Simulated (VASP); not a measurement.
The cell holds one MgO (rock salt) (100) slab, with vacuum along c, ions free to move until forces fall under 0.03 eV/Å, no reconstruction beyond this cell, dipole correction on. Ionisation potential and electron affinity count from the cell's own band edges, surface states included.

Input:

```
CELL_PARAMETERS angstrom
      3.00305     0.00000     0.00000
      0.00000     3.00305     0.00000
      0.00000     0.00000    32.11944
ATOMIC_POSITIONS crystal
  O  0.00000 0.50000 0.26780
  O  0.00000 0.50000 0.40084
  O  0.50000 0.00000 0.33490
  O  0.00000 0.50000 0.53305
  O  0.50000 0.00000 0.46695
  O  0.00000 0.50000 0.66510
  O  0.50000 0.00000 0.59916
  O  0.50000 0.00000 0.73220
  Mg 0.50000 0.00000 0.26938
  Mg 0.00000 0.50000 0.33459
  Mg 0.50000 0.00000 0.40084
  Mg 0.00000 0.50000 0.46695
  Mg 0.50000 0.00000 0.53305
  Mg 0.00000 0.50000 0.59916
  Mg 0.50000 0.00000 0.66541
  Mg 0.00000 0.50000 0.73062
```

Computed with PBE GGA, VASP's PBE PAW potentials (set 64) (plane waves; VASP). Run with 450 eV cut-off, 7×7×1 Γ-centred mesh, Gaussian smearing of 0.050 eV, potentials O Mg.

Slab and bulk use different k-meshes, so the surface energy is good to a few per cent at best.

Predict its surface energy, ionisation potential, electron affinity, band gap (on the k-mesh).

The surface energy is 0.90 J/m² and the ionisation potential is 5.21 eV. The electron affinity is 1.58 eV and the band gap (on the k-mesh) is 3.63 eV.

The cell is a thin slab with vacuum, built from MgO (rock salt): (100) face.
